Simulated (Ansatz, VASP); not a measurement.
**Al11Ga7N18 (random wurtzite alloy of AlN and GaN) in two plane-wave programs**

Aim: how closely do two programs agree when they are given the same cell, functional and k mesh? The cell is taken from a series of runs on this material, whose earlier steps may have relaxed, scaled, displaced or heated it; both programs get it as it stands.

Program: Ansatz 0.2.0. Level of theory: plane waves, with VASP 6.6.1 beside it; single point at PBE. Results are calculated unless marked as measured.

### Step 1. Starting point

The cell holds 72 atoms: 22 Al, 36 N and 14 Ga. Its edges and angles: a = 9.426 Å, b = 9.426 Å, c = 10.122 Å, α = 90.0°, β = 90.0°, γ = 120.0°. It derives from AlN (wurtzite), repeated 3×3×2. Wurtzite AlN, 3 x 3 x 2 conventional cells, 14 of 36 Al sites given to Ga at random (x = 0.389), lattice by Vegard's rule (a = 3.142 A, c = 5.061 A); (so at first; earlier steps may have moved the atoms), displaced by a Gaussian of 0.02 A.

As a file:

```cif
data_structure
_symmetry_space_group_name_H-M 'P 1'
_symmetry_Int_Tables_number 1
_cell_length_a 9.4257
_cell_length_b 9.4257
_cell_length_c 10.1218
_cell_angle_alpha 90.000
_cell_angle_beta 90.000
_cell_angle_gamma 120.000
_cell_volume 778.78
loop_
_atom_site_label
_atom_site_type_symbol
_atom_site_fract_x
_atom_site_fract_y
_atom_site_fract_z
_atom_site_occupancy
Al1 Al 0.00688 0.98581 0.00412 1
Al2 Al 0.09534 0.19900 0.23240 1
Al3 Al 0.10555 0.22543 0.74956 1
Al4 Al 0.00439 0.32345 0.00345 1
Al5 Al 0.11865 0.56572 0.24781 1
Al6 Al 0.12775 0.55987 0.75449 1
Al7 Al 0.99648 0.65199 0.99835 1
Al8 Al 0.11255 0.88518 0.24445 1
Al9 Al 0.32415 0.00701 0.99603 1
Al10 Al 0.42688 0.20674 0.24415 1
Al11 Al 0.32702 0.99928 0.50252 1
Al12 Al 0.46035 0.24753 0.75036 1
Al13 Al 0.32453 0.32874 0.99555 1
Al14 Al 0.43455 0.54400 0.25592 1
Al15 Al 0.44754 0.56326 0.74272 1
Al16 Al 0.43459 0.87095 0.25321 1
Al17 Al 0.34897 0.67281 0.49190 1
Al18 Al 0.79352 0.23815 0.75564 1
Al19 Al 0.66606 0.33334 0.02477 1
Al20 Al 0.78455 0.56652 0.25250 1
Al21 Al 0.78075 0.55972 0.75547 1
Al22 Al 0.65731 0.65713 0.50659 1
N23 N 0.09875 0.20506 0.05072 1
N24 N 0.99155 0.99678 0.30784 1
N25 N 0.11430 0.18862 0.57467 1
N26 N 0.02533 0.02315 0.82348 1
N27 N 0.11028 0.54216 0.05631 1
N28 N 0.00536 0.33849 0.29162 1
N29 N 0.11483 0.54843 0.56063 1
N30 N 0.01121 0.34545 0.81036 1
N31 N 0.10898 0.88370 0.05837 1
N32 N 0.00248 0.66559 0.30352 1
N33 N 0.11103 0.88977 0.56199 1
N34 N 0.01848 0.66664 0.80973 1
N35 N 0.43699 0.22522 0.05959 1
N36 N 0.31298 0.98592 0.30462 1
N37 N 0.45388 0.22338 0.56714 1
N38 N 0.33795 0.02054 0.81519 1
N39 N 0.44257 0.54049 0.07413 1
N40 N 0.30772 0.30825 0.31080 1
N41 N 0.41922 0.54153 0.56470 1
N42 N 0.33072 0.33756 0.79804 1
N43 N 0.44500 0.90559 0.05889 1
N44 N 0.32972 0.65720 0.29242 1
N45 N 0.42627 0.89045 0.55909 1
N46 N 0.35798 0.68402 0.80086 1
N47 N 0.79350 0.24176 0.05969 1
N48 N 0.64964 0.00445 0.30879 1
N49 N 0.78549 0.21576 0.57122 1
N50 N 0.67910 0.01478 0.81441 1
N51 N 0.77959 0.56075 0.06587 1
N52 N 0.65862 0.34987 0.29451 1
N53 N 0.78411 0.55604 0.57082 1
N54 N 0.66530 0.32373 0.82131 1
N55 N 0.76761 0.88398 0.04576 1
N56 N 0.63955 0.64695 0.31022 1
N57 N 0.75842 0.87604 0.56634 1
N58 N 0.65816 0.65759 0.81598 1
Ga59 Ga 0.99400 0.99616 0.49556 1
Ga60 Ga 0.01312 0.33569 0.49373 1
Ga61 Ga 0.99607 0.66243 0.49625 1
Ga62 Ga 0.10845 0.89139 0.75211 1
Ga63 Ga 0.32038 0.32428 0.49874 1
Ga64 Ga 0.35504 0.67148 0.00267 1
Ga65 Ga 0.46020 0.91845 0.75425 1
Ga66 Ga 0.67545 0.01215 0.99965 1
Ga67 Ga 0.77748 0.23152 0.24577 1
Ga68 Ga 0.66527 0.00938 0.49090 1
Ga69 Ga 0.67428 0.34054 0.49672 1
Ga70 Ga 0.66438 0.66431 0.99977 1
Ga71 Ga 0.75050 0.87072 0.26265 1
Ga72 Ga 0.78531 0.89008 0.75350 1
```

### Step 2. VASP: single point, PBE

A single point gives forces, pressure and levels at one fixed geometry, so differences don't come from the geometry; what else differs is listed under the comparison.

Lines of VASP's logs that name or quote its potential files are left out, and so is its time.

Input file INCAR:

```
SYSTEM = Al11Ga7N18
PREC = Accurate
ENCUT = 600
EDIFF = 1E-06
NELM = 120
ISMEAR = 0
SIGMA = 0.05
LREAL = Auto
ALGO = Normal
GGA = PE
NBANDS = 264
LORBIT = 11
LWAVE = .FALSE.
LCHARG = .FALSE.
ISIF = 2
LASPH = .TRUE.
GGA_COMPAT = .FALSE.
EFERMI = MIDGAP
NCORE = 2
```

Input file POSCAR:

```
Al11Ga7N18
1.0
    9.4257000000      0.0000000000      0.0000000000
   -4.7128500000      8.1629000000      0.0000000000
    0.0000000000      0.0000000000     10.1218000000
Al N Ga
22 36 14
Direct
    0.0068800000      0.9858100000      0.0041200000
    0.0953400000      0.1990000000      0.2324000000
    0.1055500000      0.2254300000      0.7495600000
    0.0043900000      0.3234500000      0.0034500000
    0.1186500000      0.5657200000      0.2478100000
    0.1277500000      0.5598700000      0.7544900000
    0.9964800000      0.6519900000      0.9983500000
    0.1125500000      0.8851800000      0.2444500000
    0.3241500000      0.0070100000      0.9960300000
    0.4268800000      0.2067400000      0.2441500000
    0.3270200000      0.9992800000      0.5025200000
    0.4603500000      0.2475300000      0.7503600000
    0.3245300000      0.3287400000      0.9955500000
    0.4345500000      0.5440000000      0.2559200000
    0.4475400000      0.5632600000      0.7427200000
    0.4345900000      0.8709500000      0.2532100000
    0.3489700000      0.6728100000      0.4919000000
    0.7935200000      0.2381500000      0.7556400000
    0.6660600000      0.3333400000      0.0247700000
    0.7845500000      0.5665200000      0.2525000000
    0.7807500000      0.5597200000      0.7554700000
    0.6573100000      0.6571300000      0.5065900000
    0.0987500000      0.2050600000      0.0507200000
    0.9915500000      0.9967800000      0.3078400000
    0.1143000000      0.1886200000      0.5746700000
    0.0253300000      0.0231500000      0.8234800000
    0.1102800000      0.5421600000      0.0563100000
    0.0053600000      0.3384900000      0.2916200000
    0.1148300000      0.5484300000      0.5606300000
    0.0112100000      0.3454500000      0.8103600000
    0.1089800000      0.8837000000      0.0583700000
    0.0024800000      0.6655900000      0.3035200000
    0.1110300000      0.8897700000      0.5619900000
    0.0184800000      0.6666400000      0.8097300000
    0.4369900000      0.2252200000      0.0595900000
    0.3129800000      0.9859200000      0.3046200000
    0.4538800000      0.2233800000      0.5671400000
    0.3379500000      0.0205400000      0.8151900000
    0.4425700000      0.5404900000      0.0741300000
    0.3077200000      0.3082500000      0.3108000000
    0.4192200000      0.5415300000      0.5647000000
    0.3307200000      0.3375600000      0.7980400000
    0.4450000000      0.9055900000      0.0588900000
    0.3297200000      0.6572000000      0.2924200000
    0.4262700000      0.8904500000      0.5590900000
    0.3579800000      0.6840200000      0.8008600000
    0.7935000000      0.2417600000      0.0596900000
    0.6496400000      0.0044500000      0.3087900000
    0.7854900000      0.2157600000      0.5712200000
    0.6791000000      0.0147800000      0.8144100000
    0.7795900000      0.5607500000      0.0658700000
    0.6586200000      0.3498700000      0.2945100000
    0.7841100000      0.5560400000      0.5708200000
    0.6653000000      0.3237300000      0.8213100000
    0.7676100000      0.8839800000      0.0457600000
    0.6395500000      0.6469500000      0.3102200000
    0.7584200000      0.8760400000      0.5663400000
    0.6581600000      0.6575900000      0.8159800000
    0.9940000000      0.9961600000      0.4955600000
    0.0131200000      0.3356900000      0.4937300000
    0.9960700000      0.6624300000      0.4962500000
    0.1084500000      0.8913900000      0.7521100000
    0.3203800000      0.3242800000      0.4987400000
    0.3550400000      0.6714800000      0.0026700000
    0.4602000000      0.9184500000      0.7542500000
    0.6754500000      0.0121500000      0.9996500000
    0.7774800000      0.2315200000      0.2457700000
    0.6652700000      0.0093800000      0.4909000000
    0.6742800000      0.3405400000      0.4967200000
    0.6643800000      0.6643100000      0.9997700000
    0.7505000000      0.8707200000      0.2626500000
    0.7853100000      0.8900800000      0.7535000000
```

Input file KPOINTS:

```
Automatic mesh
0
Gamma
1 1 1
0 0 0
```

Potentials, in the order of the species: Al, N and Ga_d (PBE family, release 64).

Launch:

```sh
$ mpirun -np 8 vasp_gam
```

Numbers of over 12 decimals in the logs are rounded to 6 here.

The log of the run:

```text
[banner, memory and clock lines left out]
running    8 mpi-ranks, on    1 nodes
[...]
LDA part: xc-table for (Slater+PW92), standard interpolation
 POSCAR, INCAR and KPOINTS ok, starting setup
[...]
entering main loop
       N       E                     dE             d eps       ncg     rms          rms(c)
DAV:   1     0.995983358494E+04    0.99598E+04   -0.17396E+05   576   0.289E+03
DAV:   2     0.242441491376E+04   -0.75354E+04   -0.70387E+04   528   0.897E+02
DAV:   3    -0.174605984028E+03   -0.25990E+04   -0.24072E+04   720   0.344E+02
DAV:   4    -0.544739711292E+03   -0.37013E+03   -0.36332E+03   688   0.136E+02
[...]
DAV:  18    -0.485025856923E+03   -0.28135E-05   -0.40489E-05   656   0.278E-02    0.102E-02
DAV:  19    -0.485025858299E+03   -0.13763E-05   -0.13525E-05   768   0.512E-02    0.589E-03
DAV:  20    -0.485025858751E+03   -0.45159E-06   -0.60138E-06   520   0.128E-02
   1 F= -.48502586E+03 E0= -.48502586E+03  d E =0.000000E+00
```

Parts of OUTCAR (step 2):

```text
 POSITION                                       TOTAL-FORCE (eV/Angst)
 -----------------------------------------------------------------------------------
     -4.58113      8.04707      0.04170        -3.366066      0.657705     -0.895037
     -0.03921      1.62442      2.35231        -0.449162      2.230471      1.678997
     -0.06754      1.84016      7.58690         1.454124      0.403211      0.726288
     -1.48299      2.64029      0.03492        -0.735994      1.646192     -1.001186
     -1.54779      4.61792      2.50828        -0.809631     -2.407728     -1.530277
     -1.43445      4.57016      7.63680         0.297329      0.801057     -0.761379
      6.31979      5.32213     10.10510         0.761290      0.632197      0.048478
     -3.11086      7.22564      2.47427        -2.190815     -0.663860     -0.002262
      3.02230      0.05722     10.08162         1.695918     -0.322890      0.293951
      3.04931      1.68760      2.47124        -0.122198      0.985379      0.867126
     -1.62706      8.15702      5.08641        -0.626653      0.937808     -0.426474
      3.17255      2.02056      7.59499        -0.566469     -2.161156      0.565417
      1.50962      2.68347     10.07676         0.382009      0.387408     -0.612179
      1.53215      4.44062      2.59037        -0.700379     -2.796368     -1.041038
[...]
-----------------------------------------------------------------------------------
    total drift:                               -0.011915     -0.009447     -0.003452

  FREE ENERGIE OF THE ION-ELECTRON SYSTEM (eV)
  ---------------------------------------------------
  free  energy   TOTEN  =      -485.0258587510 eV

  energy  without entropy=     -485.0258587510  energy(sigma->0) =     -485.02585875
```

The run ends at a pressure of 6.17 GPa, with forces up to 4.0 eV/Å.

(Continued in part 2 of 2.)

[Lines on the potential files, build, host, timing and source positions are cut from VASP's logs without a mark.]

[Logs are printed without paths, hosts, clocks, repeated set-up lines and the standing remarks that a program may print on its own settings, such as how far it seeks lower states.]

[Hosts, paths, dates, database ids (printed as entryN), source tags and the programs' standing remarks are cut or masked in the printed files.]
